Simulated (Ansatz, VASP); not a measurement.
# Cross-check of Pt (zigzag Pt chain) between VASP and Ansatz

One calculation is typed for both programs; each brings its own data sets. How far apart do they land? The structure shown is the start of the Ansatz relaxation below; VASP solves that cell, so the two are compared at the walk's first step.

Main program and level: Ansatz 0.2.0; plane waves, with VASP 6.6.1 beside it; single point at PBE.

## (1) Set-up

The cell holds 2 atoms: 2 Pt. Its edges and angles: a = 9.000 Å, b = 7.500 Å, c = 4.563 Å, α = 90.0°, β = 90.0°, γ = 90.0°. Vacuum lies along a and b. The structure's axis is c.

## (2) Ansatz: relaxation, PBE

Ansatz runs on its default PAW (the set named soft_2) files.

The two programs are compared at the cell with which this relaxation starts, whose forces are those of its first step.

Contents of input.yaml:

```yaml
crystal:
  lattice:
    - [9.0, 0.0, 0.0]
    - [0.0, 7.5, 0.0]
    - [0.0, 0.0, 4.5630731599]
  atoms:
    - { symbol: Pt, position: [0.432604749, 0.5, 0.0] }
    - { symbol: Pt, position: [0.567395251, 0.5, 0.5] }
kpoints:
  mp_grid: { grid: [1, 1, 18] }
scf:
  occupations: { method: fermi_dirac, width: 0.05 }
hamiltonian:
  xc: pbe
relax:
  cell: { fix: [a, b, alpha, beta, gamma] }
  max_steps: 60
```

Run with:

```
ansatz run input.yaml --threads 4 --pin off --max-ram 8192MiB --backend cpu --events-out ev --progress --plain --runs-dir out
```

Numbers of over 12 decimals in the logs are rounded to 6 here.

What it wrote:

```text
Engine: ansatz 0.2.0, aarch64-unknown-linux-gnu
Pseudopotentials: kind: paw
Pseudopotential: Pt, paw, valence charge 18, recommended cutoff 420 eV (normal), Pt.paw.azcp
Functional definition: PBE
  parameter kappa = 0.804
  parameter beta = 0.066725
  exchange = pbe_x(kappa = kappa, mu = beta*pi^2/3)
  correlation = pbe_c(beta = beta)
Crystal: 2 atoms, lattice volume = 308.007 Å³
Basis set: ecut = 420 eV, 5997 PW (Γ), exchange–correlation on 128×108×64 points (8 copies of the dense FFT grid, shifted against one another)
Bands: 22, of which v1, the nominal top of the filled ones, is band 18 counted from 1 (17 counted from 0)
Symmetry: 8 space group operations
Space group: Pmma (ITA 51), of the structure as read, at distance tolerance 6.8e-5 Å
k-points: 10 of 18
Non-local potential: Pt, projectors of the file, l = 0: 3, l = 1: 2, l = 2: 2, l = 3: 1
PAW form: soft (Blöchl's): semilocal exchange-correlation on the pseudo side does not see the compensation charge
PAW one-centre angular grid: Pt, 590 points (default); XC on 64 Gauss nodes
Initial density: superposition of atomic densities (neutral atoms: chi_scale 0, normalization atom), corrected by the library's trained network
Initial wavefunctions: pseudopotential atomic-orbital guess
Functional: x = pbe(κ = 0.804, μ = 0.219515), c = pbe(β = 0.066725)
SCF iter   1: F=—  HF=-25040.783879 eV  |F-HF|=—  |Δ(HF+E_count)|=         —  Δρ=7.96e-3  dr2=7.21e-2  ethr=1.77e-3  ⟨swp⟩=6.1  Hψ=1038  notcnv=0
preconditioner: auto → LDOS  [metal: Δε(μ)=0.037 eV  Ē_g=4.281 eV  σ=0.050 eV  W_gap=0.18  n_scr=38 (ndim 8)  ℏωp=9.5 eV  f_vac=0.720  D(μ)=7.75/eV (n_scr^D=52)  β→1.0]
SCF iter   2: F=—  HF=-25040.780456 eV  |F-HF|=—  |Δ(HF+E_count)|=   3.42e-3  Δρ=3.42e-3  dr2=1.58e-2  ethr=2.00e-4  ⟨swp⟩=3.0  Hψ=500  notcnv=0
SCF iter   3: F=—  HF=-25040.777221 eV  |F-HF|=—  |Δ(HF+E_count)|=   3.23e-3  Δρ=8.76e-4  dr2=1.45e-3  ethr=4.38e-5  ⟨swp⟩=3.0  Hψ=440  notcnv=0
SCF iter   4: F=—  HF=-25040.776986 eV  |F-HF|=—  |Δ(HF+E_count)|=   2.35e-4  Δρ=1.84e-4  dr2=1.10e-4  ethr=4.04e-6  ⟨swp⟩=2.5  Hψ=321  notcnv=0
SCF iter   5: F=—  HF=-25040.776997 eV  |F-HF|=—  |Δ(HF+E_count)|=   1.08e-5  Δρ=1.17e-4  dr2=3.37e-5  ethr=3.06e-7  ⟨swp⟩=2.0  Hψ=334  notcnv=0
SCF iter   6: F=—  HF=-25040.776983 eV  |F-HF|=—  |Δ(HF+E_count)|=   1.43e-5  Δρ=1.30e-5  dr2=4.68e-7  ethr=9.36e-8  ⟨swp⟩=2.1  Hψ=320  notcnv=0
SCF iter   7: F=-25040.776983 eV  HF=-25040.776983 eV  |F-HF|=3.32e-8  |Δ(HF+E_count)|=   3.19e-7  Δρ=7.24e-6  dr2=9.01e-8  ethr=2.78e-10  ⟨swp⟩=4.7  Hψ=786  notcnv=0
SCF 1 converged in 7 iterations: F = -25040.776983 eV  dr2 = 9.01e-8
  greatest PAW one-centre occupation: 1.000 electrons in one spin orbital (limit 2), on the Pt atom at site 1 (counted from 0), in its partial waves of l = 0
relax step   1: F+E_penalty+E_count = -25040.77698325 eV  Δ(F+E_penalty+E_count) = +0.000e0 eV  max|allowed force component| = 2.189e0 eV/Å  Δτ_max = 0.0000 Å  P = -2.118 GPa  Ω = 308.007 Å³  fix = [a, b, alpha, beta, gamma]  reactions: a -1.406, b -0.094 GPa  (7 SCF iters, dr2 threshold 1.00e-7 eV, accepted)
[...]
relax step   3: F+E_penalty+E_count = -25041.42088406 eV  Δ(F+E_penalty+E_count) = -1.453e-1 eV  max|allowed force component| = 8.955e-2 eV/Å  Δτ_max = 0.0705 Å  P = -0.212 GPa  Ω = 291.037 Å³  energy of the carried Pulay correction = +8.643e-4 eV  fix = [a, b, alpha, beta, gamma]  reactions: a +0.028, b -0.093 GPa  (6 SCF iters, dr2 threshold 2.00e-7 eV, accepted)
[...]
relax step   4: F+E_penalty+E_count = -25041.42869326 eV  Δ(F+E_penalty+E_count) = -7.809e-3 eV  max|allowed force component| = 8.330e-2 eV/Å  Δτ_max = 0.0167 Å  P = +0.048 GPa  Ω = 286.911 Å³  energy of the carried Pulay correction = +1.082e-3 eV  fix = [a, b, alpha, beta, gamma]  reactions: a +0.025, b -0.093 GPa  (6 SCF iters, dr2 threshold 2.00e-7 eV, accepted)
[...]
relax step   5: F+E_penalty+E_count = -25041.42916085 eV  Δ(F+E_penalty+E_count) = -4.676e-4 eV  max|allowed force component| = 1.338e-2 eV/Å  Δτ_max = 0.0012 Å  P = -0.031 GPa  Ω = 287.464 Å³  energy of the carried Pulay correction = +1.053e-3 eV  fix = [a, b, alpha, beta, gamma]  reactions: a -0.014, b -0.093 GPa  (3 SCF iters, dr2 threshold 2.00e-7 eV, accepted)
[...]
relax step   6: F+E_penalty+E_count = -25041.42917095 eV  Δ(F+E_penalty+E_count) = -1.010e-5 eV  max|allowed force component| = 2.262e-4 eV/Å  Δτ_max = 0.0007 Å  P = -0.038 GPa  Ω = 287.443 Å³  energy of the carried Pulay correction = +1.054e-3 eV  fix = [a, b, alpha, beta, gamma]  reactions: a -0.022, b -0.093 GPa  (4 SCF iters, dr2 threshold 1.12e-8 eV, accepted)
[...]
relax step   7: F+E_penalty+E_count = -25041.42704762 eV  Δ(F+E_penalty+E_count) = +2.123e-3 eV  max|allowed force component| = 3.939e-5 eV/Å  Δτ_max = 0.0000 Å  P = -0.037 GPa  Ω = 287.443 Å³  fix = [a, b, alpha, beta, gamma]  reactions: a -0.022, b -0.095 GPa  stress off target by 6.53e-3 GPa on what of the cell is left free  SCF on the basis re-selected at this cell (its energy is not comparable with the rows above)  (6 SCF iters)
basis re-selected at this cell: Δ(F+E_penalty+E_count) = +2.123e-3 eV, ΔP = +0.002 GPa vs the last step (what re-selecting the basis moved, of the pressure what is left beyond the Pulay correction that the steps carried, after the strain that the cell walked since its last selection, with what the two solves' SCF thresholds leave and, on support functions, any second-order correction that the steps lacked; it is no measure of the basis error at this ecutwfc). The dense FFT grid was sized anew with the basis: this SCF ran on 64×54×30 points, the steps before it on 64×54×32, so part of this shift can come from that change (see relax.cell in the input reference). [rest of the remark cut]
SCF converged after 6 iterations
Free energy (F): -25041.427048 eV
Harris-Foulkes:  -25041.427048 eV  (|F-HF|=3.64e-12)
Internal energy: -25041.394894 eV  (E = F + TS)
E sigma→0 (E₀):  -25041.410971 eV
Entropy (-TS):   -0.032154 eV (-16.077 meV/atom)
Fermi energy:    -2.704582 eV
--- Per-component energies (eV) ---
  E_band       = -1152.731693
  E_kinetic    = 1272.510228
  E_local      = -11540.943635  (includes V_loc(G=0)·N_el)
  E_nonlocal   = 403.358167
  E_hartree    = 4946.885268
  E_xc         = -518.537468
  E_vxc        = -598.213506  (∫ρ·V_xc dr)
  E_paw        = -18910.708171  (= ΣΔE_a)
  E_vpaw       = -583.213878  (= ΣTr[D̂ρ^β])
  E_aug_tail   = 0.000392  (compensation charges beyond the density's cutoff)
  E_ewald      = -693.959674
  E_smearing   = -0.032154  (= −TS)
  E_closure    = 0.000000  (closes the sum)
  Σ components = -25041.427048   (vs F -25041.427048, Δ=0.00e0)
--- Forces (eV/Å), atoms counted from 1 ---
  atom   1  Pt     0.00003939     0.00000000     0.00000000
  atom   2  Pt    -0.00003939     0.00000000     0.00000000
  max |Σ_I F_I| component: 6.78e-21 eV/Å
--- Stress (GPa, compression-positive) ---
       -0.021525       0.000000       0.000000
        0.000000      -0.095010       0.000000
        0.000000       0.000000       0.006530
  P = ⅓ Tr σ = -0.0367 GPa (-0.367 kbar)
--- Relaxed structure (6 steps of the walk, 6 accepted, 1 SCFs on fresh bases) ---
  F+E_penalty+E_count = -25041.42704762 eV   max|allowed force component| = 3.939e-5 eV/Å   (the final SCF, on the basis selected at the relaxed cell)
  cell:  # Å, volume = 287.4433 Å³
    - [9.0, 0.0, 0.0]
    - [0.0, 7.5, 0.0]
    - [0.0, 0.0, 4.258419]
  atoms:
    - { symbol: Pt, position: [0.443906, 0.5, 0.0] }
    - { symbol: Pt, position: [0.556094, 0.5, 0.5] }
```

## (3) VASP: single point, PBE, start cell

The same cell, functional, mesh and smearing now go to VASP, with its own data sets.

Lines of VASP's logs that name or quote its potential files are left out, and so is its time.

Contents of INCAR:

```
SYSTEM = Pt
PREC = Accurate
ENCUT = 400
EDIFF = 1E-06
NELM = 120
ISMEAR = -1
SIGMA = 0.05
LREAL = .FALSE.
ALGO = Normal
GGA = PE
NBANDS = 16
LASPH = .TRUE.
LORBIT = 11
LWAVE = .FALSE.
LCHARG = .FALSE.
ISIF = 2
GGA_COMPAT = .FALSE.
KPAR = 2
```

Contents of POSCAR:

```
Pt
1.0
    9.0000000000      0.0000000000      0.0000000000
    0.0000000000      7.5000000000      0.0000000000
    0.0000000000      0.0000000000      4.5630730000
Pt
2
Direct
    0.4326047778      0.5000000000      0.0000000000
    0.5673952222      0.5000000000      0.5000001096
```

Contents of KPOINTS:

```
Automatic mesh
0
Gamma
1 1 18
0 0 0
```

Potentials, in the order of the species: Pt (PBE family, release 64).

Run with:

```
mpirun -np 2 vasp_std
```

What it wrote:

```text
[banner, memory and clock lines left out]
running    2 mpi-ranks, on    1 nodes
 distrk:  each k-point on    1 cores,    2 groups
 distr:  one band on    1 cores,    1 groups

 POSCAR found type information on POSCAR Pt
 POSCAR found :  1 types and       2 ions
 LDA part: xc-table for (Slater+PW92), standard interpolation
 POSCAR, INCAR and KPOINTS ok, starting setup
 FFT: planning ... GRIDC
 FFT: planning ... GRID_SOFT
 FFT: planning ... GRID
 WAVECAR not read
 entering main loop
       N       E                     dE             d eps       ncg     rms          rms(c)
DAV:   1     0.114857674301E+03    0.11486E+03   -0.52034E+03   320   0.712E+02
DAV:   2     0.299940734223E+01   -0.11186E+03   -0.10526E+03   624   0.120E+02
DAV:   3    -0.755641247101E+01   -0.10556E+02   -0.10263E+02   368   0.491E+01
DAV:   4    -0.768830143925E+01   -0.13189E+00   -0.13158E+00   360   0.617E+00
DAV:   5    -0.769104473138E+01   -0.27433E-02   -0.27432E-02   392   0.938E-01    0.650E+00
DAV:   6    -0.701051766392E+01    0.68053E+00   -0.16652E+00   352   0.852E+00    0.374E+00
DAV:   7    -0.694204336688E+01    0.68474E-01   -0.12168E-01   336   0.188E+00    0.201E+00
DAV:   8    -0.693520654002E+01    0.68368E-02   -0.18025E-02   336   0.811E-01    0.332E-01
DAV:   9    -0.693592582250E+01   -0.71928E-03   -0.13937E-03   368   0.285E-01    0.752E-02
DAV:  10    -0.693765109181E+01   -0.17253E-02   -0.53366E-04   368   0.112E-01    0.445E-02
DAV:  11    -0.693903729497E+01   -0.13862E-02   -0.36318E-04   352   0.844E-02    0.253E-02
DAV:  12    -0.693942762816E+01   -0.39033E-03   -0.88298E-05   352   0.537E-02    0.228E-02
DAV:  13    -0.693952149789E+01   -0.93870E-04   -0.24673E-05   328   0.296E-02    0.940E-03
DAV:  14    -0.693956004660E+01   -0.38549E-04   -0.95836E-06   336   0.185E-02    0.207E-03
DAV:  15    -0.693956555863E+01   -0.55120E-05   -0.73811E-07   264   0.491E-03    0.189E-03
DAV:  16    -0.693956901777E+01   -0.34591E-05   -0.50984E-07   256   0.244E-03    0.571E-04
DAV:  17    -0.693956962173E+01   -0.60396E-06   -0.16710E-07   240   0.160E-03
   1 F= -.69395696E+01 E0= -.69001530E+01  d E =-.788332E-01
```

From OUTCAR (step 3):

```text
ion  position               nearest neighbor table
   1  0.433  0.500  0.000-   2 2.58   2 2.58
   2  0.567  0.500  0.500-   1 2.58   1 2.58

  LATTYP: Found a simple orthorhombic cell.
 ALAT       =     4.5630730000
 B/A-ratio  =     1.6436291946
 C/A-ratio  =     1.9723550335

 Subroutine GETGRP returns: Found  8 space group operations
 (whereof  4 operations were pure point group operations)

The static configuration has the point symmetry C_2v.
 The point group associated with its full space group is D_2h.

 Found     10 irreducible k-points:

   k-points           NKPTS =     10   k-points in BZ     NKDIM =     10   number of bands    NBANDS=     16

   dimension x,y,z NGX =    60 NGY =   50 NGZ =   30
   dimension x,y,z NGXF=   120 NGYF=  100 NGZF=   60

   ENCUT  =  400.0 eV  29.40 Ry    5.42 a.u.  14.68 12.23  7.44*2*pi/ulx,y,z

   NELECT =      20.0000    total number of electrons

 k-points in reciprocal lattice and weights: Automatic mesh
   0.00000000  0.00000000  0.00000000       0.056
   0.00000000  0.00000000  0.05555556       0.111
   0.00000000  0.00000000  0.11111111       0.111
   0.00000000  0.00000000  0.16666667       0.111
   0.00000000  0.00000000  0.22222222       0.111
   0.00000000  0.00000000  0.27777778       0.111
   0.00000000  0.00000000  0.33333333       0.111
   0.00000000  0.00000000  0.38888889       0.111
   0.00000000  0.00000000  0.44444444       0.111
   0.00000000  0.00000000  0.50000000       0.056

 average (electrostatic) potential at core
       1 -76.9618       2 -76.9618

 E-fermi :  -4.2947

 k-point     1 :       0.0000    0.0000    0.0000
  band No.  band energies     occupation
    ...
      7      -5.1829      2.00000
      8      -5.0483      2.00000
      9      -4.8179      1.99994
     10      -4.4118      1.82446
     11      -4.2448      0.53830
     12      -1.9855      0.00000
     13      -0.3362      0.00000
     14       0.7794      0.00000
     15       1.9186      0.00000
     16       2.1786      0.00000

 k-point     2 :       0.0000    0.0000    0.0556
  band No.  band energies     occupation
    ...
      7      -5.2206      2.00000
      8      -5.0377      2.00000
      9      -4.7524      1.99979
     10      -4.4165      1.83906
     11      -4.2459      0.54704
     12      -1.9660      0.00000
     13      -0.2984      0.00000
     14       0.7978      0.00000
     15       1.6401      0.00000
     16       2.1967      0.00000

 k-point     3 :       0.0000    0.0000    0.1111
  band No.  band energies     occupation
    ...
      7      -5.2279      2.00000
      8      -5.0067      2.00000
      9      -4.6191      1.99696
     10      -4.4306      1.87594
     11      -4.2501      0.58144
     12      -1.9113      0.00000
     13      -0.1874      0.00000
     14       0.8528      0.00000
     15       1.0536      0.00000
     16       2.2499      0.00000

  Total       -2.7420689     -0.2152550     -9.3420530      0.0000000      0.0000000      0.0000000
  in kB      -14.2635542     -1.1197025    -48.5950149      0.0000000      0.0000000      0.0000000
  external PRESSURE =     -21.3260905 kB  Pullay stress =       0.0000000 kB

  energy-cutoff  :      400.00
  volume of cell :      308.01
      direct lattice vectors                 reciprocal lattice vectors
     9.000000000  0.000000000  0.000000000     0.111111111  0.000000000  0.000000000
     0.000000000  7.500000000  0.000000000     0.000000000  0.133333333  0.000000000
     0.000000000  0.000000000  4.563073000     0.000000000  0.000000000  0.219150559

 POSITION                                       TOTAL-FORCE (eV/Angst)
 -----------------------------------------------------------------------------------
      3.89344      3.75000      0.00000         2.195940      0.000000      0.000000
      5.10656      3.75000      2.28154        -2.195940      0.000000      0.000000
 -----------------------------------------------------------------------------------
    total drift:                                0.000094      0.000000     -0.000148

  FREE ENERGIE OF THE ION-ELECTRON SYSTEM (eV)
  ---------------------------------------------------
  free  energy   TOTEN  =        -6.9395696217 eV

  energy  without entropy=       -6.8607364011  energy(sigma->0) =       -6.90015301

 total charge
# of ion       s       p       d       tot
------------------------------------------
    1        0.708   0.146   7.966   8.820
    2        0.708   0.146   7.966   8.820
--------------------------------------------------
tot          1.415   0.292  15.932  17.639

[... 3 further parts left out ...]
```

## (4) Differences

Known differences besides the potentials themselves: the data sets hold 36 valence electrons in Ansatz (on its default PAW (the set named soft_2) files) and 20 in VASP; the cutoff is 420 eV in Ansatz and 400 eV in VASP. Total energies have different zeros and are not compared.

Forces (eV/Å; atoms numbered as in POSCAR):

```tsv
atom	Ansatz x, y, z	VASP x, y, z
Pt1	2.189, 0.000, 0.000	2.196, 0.000, 0.000
Pt2	-2.189, 0.000, 0.000	-2.196, 0.000, 0.000
```

The forces differ by 4.2 meV/Å r.m.s., which is 0.3 % of the r.m.s. force of 1.268 eV/Å (both taken over all components).

## (5) What came out

```
r.m.s. force difference (single point, PBE, start cell) : 0.33 % of the r.m.s. force
```

What this shows: The r.m.s. force difference is 0.33 % of the r.m.s. force (single point, PBE, start cell), within the 3 % picked in this series as the mark of a large difference. The data sets hold unlike numbers of valence electrons (36 in Ansatz and 20 in VASP), so part of the differences comes from the potentials. How closely two codes agree says nothing of how well the functional describes the real material.

[Lines on the potential files, build, host, timing and source positions are cut from VASP's logs without a mark.]

[Logs are printed without paths, hosts, clocks, repeated set-up lines and the standing remarks that a program may print on its own settings, such as how far it seeks lower states.]

[Hosts, paths, dates, database ids (printed as entryN), source tags and the programs' standing remarks are cut or masked in the printed files.]
